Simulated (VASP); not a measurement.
```
CELL_PARAMETERS angstrom
      1.92249    -3.32985     0.00000
      1.92249     3.32985     0.00000
      0.00000     0.00000     6.29915
ATOMIC_POSITIONS crystal
  Zn 0.66667 0.33333 0.50012
  Zn 0.33333 0.66667 0.00012
  S  0.66667 0.33333 0.87488
  S  0.33333 0.66667 0.37488
```

Level of theory: PBE GGA, VASP's PBE PAW potentials (set 64) (plane waves; VASP). Numerical set-up: 400 eV cut-off, 9×9×5 Γ-centred mesh, Gaussian smearing of 0.010 eV, potentials Zn S.

Problem. What does the run give for the energy per atom (σ→0), band gap (on the k-mesh) with the smallest direct gap where there is one?

Solution. 
- band gap (on the k-mesh): 2.09 eV
- smallest direct gap (on the k-mesh): 2.09 eV
- energy per atom (σ→0): -3.423 eV/atom

The absolute energy has meaning only against runs of the same code, potentials and settings.

The compound is ZnS in the wurtzite structure, the high-temperature form. It was relaxed first.
